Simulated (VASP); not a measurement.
# A VASP study of Titanium (LDA): structure first, properties next, part 3 of 5

Aim: relax Titanium with LDA, compute its properties on that cell and hold them against experiment. Left out of this account: 1 further run (relaxation: it shows nothing beyond the runs told). The start is a cell from a database of measured crystal structures.

VASP 6.6.1; LDA; plane waves and PAW (Ti_sv).

Still holding for the runs below: The k-mesh is coarse for a metal.

So far. Step 5 (Bands along the symmetry lines (LDA)): Of the bands kept, 4 cross the Fermi level on this path.

**6. Density of states (LDA)**

A density of states needs more k-points than a total energy; ISMEAR = -5 takes tetrahedra, and LORBIT projects the states on the PAW spheres. The mesh is finer than in the run before.

INCAR

```
SYSTEM = Ti
PREC = Accurate
ENCUT = 400
EDIFF = 1E-06
NELM = 100
ISMEAR = -5
SIGMA = 0.2
LREAL = .FALSE.
ALGO = Normal
GGA = CA
NBANDS = 24
LASPH = .TRUE.
LORBIT = 11
LWAVE = .FALSE.
LCHARG = .FALSE.
KPAR = 2
NEDOS = 2001
```

POSCAR

```
Ti
1.0
    2.8599725055      0.0000000000      0.0000000000
   -1.4299862527      2.4768088440      0.0000000000
    0.0000000000      0.0000000000      4.5103404911
Ti
2
Direct
    0.3333333333      0.6666666667      0.2500000000
    0.6666666667      0.3333333333      0.7500000000
```

KPOINTS

```
Automatic mesh
0
Gamma
11 11 6
0 0 0
```

Potentials, in the order of the species: Ti_sv (LDA family, release 64).

The run is started by

```console
> mpirun -np 2 vasp_std
```

The program printed:

```text
[... set-up lines as in an earlier step ...]
 entering main loop
       N       E                     dE             d eps       ncg     rms          rms(c)
DAV:   1     0.247997922245E+03    0.24800E+03   -0.10468E+04  3152   0.107E+03
DAV:   2     0.876865838605E+01   -0.23923E+03   -0.23086E+03  3192   0.340E+02
DAV:   3    -0.182775017853E+02   -0.27046E+02   -0.26619E+02  5896   0.956E+01
DAV:   4    -0.189771912607E+02   -0.69969E+00   -0.69933E+00  3184   0.163E+01
DAV:   5    -0.189889730746E+02   -0.11782E-01   -0.11780E-01  3976   0.194E+00    0.126E+01
DAV:   6    -0.171012050236E+02    0.18878E+01   -0.35626E+00  3520   0.204E+01    0.330E+00
DAV:   7    -0.170688478576E+02    0.32357E-01   -0.36684E-01  4640   0.395E+00    0.204E+00
DAV:   8    -0.170870876222E+02   -0.18240E-01   -0.13140E-01  3112   0.358E+00    0.532E-01
DAV:   9    -0.170837364076E+02    0.33512E-02   -0.14222E-02  4000   0.121E+00    0.130E-01
DAV:  10    -0.170840969653E+02   -0.36056E-03   -0.91523E-04  3632   0.203E-01    0.302E-02
DAV:  11    -0.170841125869E+02   -0.15622E-04   -0.12403E-04  4232   0.550E-02    0.198E-02
DAV:  12    -0.170841103790E+02    0.22079E-05   -0.72575E-06  4112   0.241E-02    0.378E-03
DAV:  13    -0.170841083322E+02    0.20468E-05   -0.87203E-07  2536   0.838E-03    0.288E-03
DAV:  14    -0.170841085164E+02   -0.18415E-06   -0.70334E-08  1768   0.226E-03
   1 F= -.17084109E+02 E0= -.17084109E+02  d E =0.000000E+00
 -----------------------------------------------------------------------------
|                                                                             |
|           W    W    AA    RRRRR   N    N  II  N    N   GGGG   !!!           |
|           W    W   A  A   R    R  NN   N  II  NN   N  G    G  !!!           |
|           W    W  A    A  R    R  N N  N  II  N N  N  G       !!!           |
|           W WW W  AAAAAA  RRRRR   N  N N  II  N  N N  G  GGG   !            |
|           WW  WW  A    A  R   R   N   NN  II  N   NN  G    G                |
|           W    W  A    A  R    R  N    N  II  N    N   GGGG   !!!           |
|                                                                             |
|     Tetrahedron method does not include variations of the Fermi             |
|     occupations, so forces and stress will be inaccurate. We suggest        |
|     using a different smearing scheme ISMEAR = 1 or 2 for metals in         |
|     relaxations.                                                            |
|                                                                             |
 -----------------------------------------------------------------------------
```

Elapsed: 32 s, on 2 MPI ranks of AMD EPYC 7R43, shared host; peak memory 0.21 GiB; 62 s of CPU time.

From OUTCAR (step 6):

```text
   k-points           NKPTS =     64   k-points in BZ     NKDIM =     64   number of bands    NBANDS=     24

   NELECT =      24.0000    total number of electrons

 E-fermi :   9.0441

 k-point     1 :       0.0000    0.0000    0.0000
  band No.  band energies     occupation
    ...
      6     -23.1633      2.00000
      7     -23.1272      2.00000
      8     -23.1272      2.00000
      9       2.7327      2.00000
     10       6.1284      2.00000
     11       9.7928      0.00000
     12       9.7928      0.00000
     13       9.9647      0.00000
     14      10.1880      0.00000
     15      10.3643      0.00000
    ...

  Total       -0.0297055     -0.0297055      0.0853739     -0.0000000     -0.0000000     -0.0000000
  in kB       -1.4896478     -1.4896478      4.2812662     -0.0000000     -0.0000000     -0.0000000
  external PRESSURE =       0.4339902 kB  Pullay stress =       0.0000000 kB

 POSITION                                       TOTAL-FORCE (eV/Angst)
 -----------------------------------------------------------------------------------
     -0.00000      1.65121      1.12759         0.000000      0.000000      0.000000
      1.42999      0.82560      3.38276        -0.000000      0.000000      0.000000
 -----------------------------------------------------------------------------------
    total drift:                               -0.000000      0.000000     -0.000000

  FREE ENERGIE OF THE ION-ELECTRON SYSTEM (eV)
  ---------------------------------------------------
  free  energy   TOTEN  =       -17.0841085164 eV

  energy  without entropy=      -17.0841085164  energy(sigma->0) =      -17.08410852

[... 7 parts as in an earlier step ...]

[... 9 further parts left out ...]
```

With tetrahedra the forces and stress of a metal are not exact derivatives of the energy.

Numbers from this step:

| Item | Value |
| --- | --- |
| irreducible k-points | 64 |
| free energy (TOTEN) | -17.08 eV |
| Fermi energy | 9.044 eV |
| pressure | 0.04340 GPa |
| DOS at the Fermi level | 1.868 states/eV/cell |

The density of states has structure finer than the step of the table below, so its rows give means over 0.5 eV, whole bins alone (the curve runs from -12.0 to 1.53 eV). Peaks (eV: height): total -0.68: 5.34, 0.39: 4.45, 0.80: 5.46, 1.12: 5.87; Ti d -0.68: 3.27, 0.39: 3.26, 0.80: 4.06, 1.12: 4.44; Ti p -1.90: 0.176, -0.68: 0.381, 0.80: 0.241, 1.12: 0.273; Ti s -2.80: 0.263, 0.80: 0.0481.

States under -12.0 eV and over 1.5 eV are left out. Table of density of states by energy, zero at the Fermi level; means over each step; values in states/eV/cell:

```tsv
energy (eV)	total	Ti d	Ti p	Ti s
-7.0	0	0	0	0
-6.5	4.3e-4	0	0	1.5e-4
-6.0	0.0682	7.9e-6	0.00122	0.0241
-5.5	0.150	0.00112	0.00517	0.0509
-5.0	0.218	0.00418	0.0112	0.0691
-4.5	0.295	0.0119	0.0195	0.0866
-4.0	0.400	0.0313	0.0306	0.106
-3.5	0.583	0.0856	0.0468	0.131
-3.0	1.29	0.414	0.0741	0.200
-2.5	2.08	0.912	0.101	0.202
-2.0	2.76	1.48	0.132	0.128
-1.5	1.92	1.12	0.116	0.0370
-1.0	3.18	1.93	0.220	0.0364
-0.5	2.31	1.47	0.143	0.0179
0.0	2.35	1.62	0.134	0.0118
0.5	4.03	2.91	0.195	0.0265
1.0	4.60	3.44	0.218	0.0288
```

The finer mesh and the other smearing move the Fermi level by -0.02 eV from the 8×8×4 run, a small shift, which tests the Fermi level alone. Of the states within 0.3 eV of the Fermi level, the largest shares in the PAW spheres are Ti d 69 % and Ti p 6 %. The rest lies in smaller channels or between the spheres.

**7. Volume scan with LDA, volume scale 0.94**

An equation of state needs energies on both sides of the minimum, all on one mesh and cutoff.

INCAR

```
SYSTEM = Ti
PREC = Accurate
ENCUT = 400
EDIFF = 1E-06
NELM = 100
ISMEAR = 1
SIGMA = 0.2
LREAL = .FALSE.
ALGO = Normal
GGA = CA
NBANDS = 18
LASPH = .TRUE.
LORBIT = 11
LWAVE = .FALSE.
LCHARG = .FALSE.
KPAR = 2
ISIF = 2
```

POSCAR

```
Ti
1.0
    2.8015893377      0.0000000000      0.0000000000
   -1.4007946688      2.4262475375      0.0000000000
    0.0000000000      0.0000000000      4.4182668907
Ti
2
Direct
    0.3333333333      0.6666666667      0.2500000000
    0.6666666667      0.3333333333      0.7500000000
```

KPOINTS

```
Automatic mesh
0
Gamma
8 8 4
0 0 0
```

The run is started by

```console
> mpirun -np 2 vasp_std
```

The program printed:

```text
[... set-up lines as in an earlier step ...]
 entering main loop
       N       E                     dE             d eps       ncg     rms          rms(c)
DAV:   1     0.232986175465E+03    0.23299E+03   -0.11514E+04  1088   0.144E+03
DAV:   2     0.903202034480E+01   -0.22395E+03   -0.22092E+03  1120   0.417E+02
DAV:   3    -0.178652159040E+02   -0.26897E+02   -0.26644E+02  2008   0.121E+02
DAV:   4    -0.186966466094E+02   -0.83143E+00   -0.83107E+00  1226   0.226E+01
DAV:   5    -0.187283369350E+02   -0.31690E-01   -0.31685E-01  1598   0.322E+00    0.135E+01
DAV:   6    -0.170370520831E+02    0.16913E+01   -0.58166E+00  1278   0.259E+01    0.392E+00
DAV:   7    -0.170135065079E+02    0.23546E-01   -0.75696E-01  1608   0.667E+00    0.211E+00
DAV:   8    -0.170432563649E+02   -0.29750E-01   -0.23289E-01  1196   0.599E+00    0.800E-01
DAV:   9    -0.170345982993E+02    0.86581E-02   -0.44935E-02  1242   0.256E+00    0.869E-02
DAV:  10    -0.170350077405E+02   -0.40944E-03   -0.26313E-03  1530   0.348E-01    0.904E-02
DAV:  11    -0.170350034650E+02    0.42755E-05   -0.22141E-04  1390   0.133E-01    0.309E-02
DAV:  12    -0.170349944886E+02    0.89763E-05   -0.25825E-05  1254   0.473E-02    0.175E-03
DAV:  13    -0.170349942761E+02    0.21251E-06   -0.84975E-07   776   0.754E-03
   1 F= -.17034994E+02 E0= -.17038842E+02  d E =0.115424E-01
```

Elapsed: 6.4 s, on 2 MPI ranks; peak memory 0.17 GiB; 11 s of CPU time.

OUTCAR, selected parts (step 7):

```text
   ENCUT  =  400.0 eV  29.40 Ry    5.42 a.u.   4.57  4.57  7.21*2*pi/ulx,y,z

   NELECT =      24.0000    total number of electrons

 E-fermi :   9.7856

 k-point     1 :       0.0000    0.0000    0.0000
  band No.  band energies     occupation
    ...
      6     -22.2559      2.00000
      7     -22.2408      2.00000
      8     -22.2408      2.00000
      9       3.3474      2.00000
     10       6.6764      2.00000
     11      10.5202     -0.00000
     12      10.5202     -0.00000
     13      10.7254     -0.00000
     14      11.1448     -0.00000
     15      11.1455     -0.00000
    ...

  Total        1.6721680      1.6721680      1.7567362      0.0000000      0.0000000     -0.0000000
  in kB       89.2070035     89.2070035     93.7185594      0.0000000      0.0000000     -0.0000000
  external PRESSURE =      90.7108555 kB  Pullay stress =       0.0000000 kB

 POSITION                                       TOTAL-FORCE (eV/Angst)
 -----------------------------------------------------------------------------------
     -0.00000      1.61750      1.10457        -0.000000      0.000000      0.000000
      1.40079      0.80875      3.31370         0.000000     -0.000000      0.000000
 -----------------------------------------------------------------------------------
    total drift:                                0.000000     -0.000000      0.000000

  FREE ENERGIE OF THE ION-ELECTRON SYSTEM (eV)
  ---------------------------------------------------
  free  energy   TOTEN  =       -17.0349942761 eV

  energy  without entropy=      -17.0465366501  energy(sigma->0) =      -17.03884173

[... 4 parts as in an earlier step ...]

[... 12 further parts left out ...]
```

The scan keeps the cell's shape and the fractional positions fixed.

Numbers from this step:

```yaml
scf_cycles: 13
bands: 18
irreducible_k_points: 30
free_energy_toten: -17.03 eV
energy_at_zero_smearing: -17.04 eV
fermi_energy: 9.786 eV
pressure: 9.071 GPa
```

The pressure here is 9.07 GPa.

**8. Volume scan with LDA, volume scale 0.96**

INCAR is that of step 7.

POSCAR

```
Ti
1.0
    2.8213194901      0.0000000000      0.0000000000
   -1.4106597450      2.4433343508      0.0000000000
    0.0000000000      0.0000000000      4.4493824714
Ti
2
Direct
    0.3333333333      0.6666666667      0.2500000000
    0.6666666667      0.3333333333      0.7500000000
```

KPOINTS is that of step 7.

The run is started by

```console
> mpirun -np 2 vasp_std
```

The program printed:

```text
[... set-up lines as in an earlier step ...]
 entering main loop
       N       E                     dE             d eps       ncg     rms          rms(c)
DAV:   1     0.230296229316E+03    0.23030E+03   -0.11428E+04  1080   0.146E+03
DAV:   2     0.862174911365E+01   -0.22167E+03   -0.21904E+03  1102   0.417E+02
DAV:   3    -0.179090256502E+02   -0.26531E+02   -0.26245E+02  2042   0.119E+02
DAV:   4    -0.187959129188E+02   -0.88689E+00   -0.88652E+00  1198   0.227E+01
DAV:   5    -0.188347418145E+02   -0.38829E-01   -0.38819E-01  1652   0.341E+00    0.132E+01
DAV:   6    -0.170751749129E+02    0.17596E+01   -0.60917E+00  1268   0.263E+01    0.373E+00
DAV:   7    -0.170494176575E+02    0.25757E-01   -0.75677E-01  1610   0.661E+00    0.208E+00
DAV:   8    -0.170769728909E+02   -0.27555E-01   -0.22686E-01  1192   0.596E+00    0.797E-01
DAV:   9    -0.170681923277E+02    0.87806E-02   -0.45278E-02  1216   0.255E+00    0.782E-02
DAV:  10    -0.170686091592E+02   -0.41683E-03   -0.27834E-03  1582   0.339E-01    0.919E-02
DAV:  11    -0.170686123055E+02   -0.31463E-05   -0.18733E-04  1324   0.120E-01    0.347E-02
DAV:  12    -0.170686018300E+02    0.10475E-04   -0.38826E-05  1254   0.556E-02    0.158E-03
DAV:  13    -0.170686021375E+02   -0.30751E-06   -0.82823E-07   746   0.803E-03
   1 F= -.17068602E+02 E0= -.17072723E+02  d E =0.123623E-01
```

It took 6.6 s on 2 MPI ranks; peak memory 0.18 GiB; 12 s of CPU time.

Parts of OUTCAR (step 8):

```text
   ENCUT  =  400.0 eV  29.40 Ry    5.42 a.u.   4.60  4.60  7.26*2*pi/ulx,y,z

   NELECT =      24.0000    total number of electrons

 E-fermi :   9.5374

 k-point     1 :       0.0000    0.0000    0.0000
  band No.  band energies     occupation
    ...
      6     -22.5684      2.00000
      7     -22.5511      2.00000
      8     -22.5511      2.00000
      9       3.1279      2.00000
     10       6.4877      2.00000
     11      10.2664     -0.00000
     12      10.2664     -0.00000
     13      10.4630     -0.00000
     14      10.8114     -0.00000
     15      10.8725     -0.00000
    ...

  Total        1.0889868      1.0889868      1.1432701      0.0000000     -0.0000000      0.0000000
  in kB       56.8850680     56.8850680     59.7206508      0.0000000     -0.0000000      0.0000000
  external PRESSURE =      57.8302623 kB  Pullay stress =       0.0000000 kB

 POSITION                                       TOTAL-FORCE (eV/Angst)
 -----------------------------------------------------------------------------------
     -0.00000      1.62889      1.11235         0.000000     -0.000000      0.000000
      1.41066      0.81444      3.33704        -0.000000      0.000000      0.000000
 -----------------------------------------------------------------------------------
    total drift:                               -0.000000      0.000000     -0.000000

  FREE ENERGIE OF THE ION-ELECTRON SYSTEM (eV)
  ---------------------------------------------------
  free  energy   TOTEN  =       -17.0686021375 eV

  energy  without entropy=      -17.0809644236  energy(sigma->0) =      -17.07272290

[... 5 parts as in an earlier step ...]

[... 11 further parts left out ...]
```

Numbers from this step:

```yaml
free_energy_toten: -17.07 eV
energy_at_zero_smearing: -17.07 eV
fermi_energy: 9.537 eV
pressure: 5.783 GPa
```

The pressure falls from 9.07 to 5.78 GPa.

The run ends at a pressure of 5.78 GPa.

**9. Volume scan with LDA, volume scale 0.98**

INCAR is that of step 8.

POSCAR

```
Ti
1.0
    2.8407774808      0.0000000000      0.0000000000
   -1.4203887403      2.4601854650      0.0000000000
    0.0000000000      0.0000000000      4.4800688374
Ti
2
Direct
    0.3333333333      0.6666666667      0.2500000000
    0.6666666667      0.3333333333      0.7500000000
```

KPOINTS is that of step 8.

The run is started by

```console
> mpirun -np 2 vasp_std
```

The program printed:

```text
[... set-up lines as in an earlier step ...]
 entering main loop
       N       E                     dE             d eps       ncg     rms          rms(c)
DAV:   1     0.235098251415E+03    0.23510E+03   -0.11537E+04  1080   0.144E+03
DAV:   2     0.928048223554E+01   -0.22582E+03   -0.22297E+03  1096   0.422E+02
DAV:   3    -0.180392441321E+02   -0.27320E+02   -0.26947E+02  2044   0.119E+02
DAV:   4    -0.188919949052E+02   -0.85275E+00   -0.85219E+00  1208   0.228E+01
[...]
DAV:  11    -0.170898596460E+02   -0.85569E-05   -0.19247E-04  1268   0.119E-01    0.322E-02
DAV:  12    -0.170898500334E+02    0.96126E-05   -0.34243E-05  1280   0.505E-02    0.163E-03
DAV:  13    -0.170898503537E+02   -0.32035E-06   -0.84832E-07   756   0.757E-03
   1 F= -.17089850E+02 E0= -.17094179E+02  d E =0.129864E-01
```

Wall time 7.2 s (2 MPI ranks); peak memory 0.18 GiB; 13 s of CPU time.

OUTCAR, selected parts (step 9):

```text
  Total        0.5342292      0.5342292      0.5582369      0.0000000      0.0000000     -0.0000000
  in kB       27.3368468     27.3368468     28.5653394      0.0000000      0.0000000     -0.0000000
  external PRESSURE =      27.7463443 kB  Pullay stress =       0.0000000 kB

 POSITION                                       TOTAL-FORCE (eV/Angst)
 -----------------------------------------------------------------------------------
     -0.00000      1.64012      1.12002        -0.000000      0.000000      0.000000
      1.42039      0.82006      3.36005         0.000000     -0.000000      0.000000
 -----------------------------------------------------------------------------------
    total drift:                                0.000000     -0.000000      0.000000

  FREE ENERGIE OF THE ION-ELECTRON SYSTEM (eV)
  ---------------------------------------------------
  free  energy   TOTEN  =       -17.0898503537 eV

  energy  without entropy=      -17.1028367252  energy(sigma->0) =      -17.09417914

[... 1 part as in an earlier step ...]

[... 2 further parts left out ...]
[key lines of the parts left out:]
E-fermi :   9.2977
```

The pressure falls from 5.78 to 2.77 GPa.

The run ends at a pressure of 2.77 GPa.

**10. Volume scan with LDA, volume scale 1**

INCAR is that of step 9.

POSCAR

```
Ti
1.0
    2.8599725055      0.0000000000      0.0000000000
   -1.4299862527      2.4768088440      0.0000000000
    0.0000000000      0.0000000000      4.5103404911
Ti
2
Direct
    0.3333333333      0.6666666667      0.2500000000
    0.6666666667      0.3333333333      0.7500000000
```

KPOINTS is that of step 9.

The run is started by

```console
> mpirun -np 2 vasp_std
```

The program printed:

```text
[... set-up lines as in an earlier step ...]
 entering main loop
       N       E                     dE             d eps       ncg     rms          rms(c)
DAV:   1     0.232748011925E+03    0.23275E+03   -0.11418E+04  1088   0.143E+03
DAV:   2     0.893843691919E+01   -0.22381E+03   -0.22081E+03  1102   0.417E+02
DAV:   3    -0.180611866021E+02   -0.27000E+02   -0.26765E+02  2046   0.119E+02
[... 1 cycle as in an earlier step ...]
DAV:   5    -0.190036579864E+02   -0.34611E-01   -0.34608E-01  1660   0.333E+00    0.126E+01
DAV:   6    -0.171132311697E+02    0.18904E+01   -0.66801E+00  1274   0.271E+01    0.339E+00
DAV:   7    -0.170842982090E+02    0.28933E-01   -0.76386E-01  1620   0.646E+00    0.204E+00
DAV:   8    -0.171076775350E+02   -0.23379E-01   -0.21378E-01  1220   0.584E+00    0.757E-01
DAV:   9    -0.170990207960E+02    0.86567E-02   -0.44969E-02  1242   0.245E+00    0.633E-02
DAV:  10    -0.170993842742E+02   -0.36348E-03   -0.26036E-03  1570   0.326E-01    0.892E-02
DAV:  11    -0.170994030140E+02   -0.18740E-04   -0.19621E-04  1302   0.116E-01    0.332E-02
DAV:  12    -0.170993936186E+02    0.93953E-05   -0.34270E-05  1254   0.511E-02    0.141E-03
DAV:  13    -0.170993940713E+02   -0.45264E-06   -0.98407E-07   804   0.747E-03
   1 F= -.17099394E+02 E0= -.17103879E+02  d E =0.134550E-01
```

Run time: 8.4 s. Hardware: 2 MPI ranks; peak memory 0.17 GiB; 15 s of CPU time.

OUTCAR, selected parts (step 10):

```text
  Total        0.0065883      0.0065883      0.0060141      0.0000000     -0.0000000      0.0000000
  in kB        0.3303830      0.3303830      0.3015890      0.0000000     -0.0000000      0.0000000
  external PRESSURE =       0.3207850 kB  Pullay stress =       0.0000000 kB

  FREE ENERGIE OF THE ION-ELECTRON SYSTEM (eV)
  ---------------------------------------------------
  free  energy   TOTEN  =       -17.0993940713 eV

  energy  without entropy=      -17.1128490589  energy(sigma->0) =      -17.10387907

[... 3 parts as in an earlier step ...]

[... 1 further part left out ...]
[key lines of the parts left out:]
E-fermi :   9.0659
```

The pressure falls from 2.77 to 0.03 GPa.

The run ends at a pressure of 0.03 GPa.

(Continued in part 4 of 5.)

[Lines on the potential files, build, host, timing and source positions are cut from VASP's logs without a mark.]

[Logs are printed without paths, hosts, clocks, repeated set-up lines and the standing remarks that a program may print on its own settings, such as how far it seeks lower states.]

[Hosts, paths, dates, database ids (printed as entryN), source tags and the programs' standing remarks are cut or masked in the printed files.]

[A measured line is paired with the nearest computed mode of its activity, which favours agreement.]
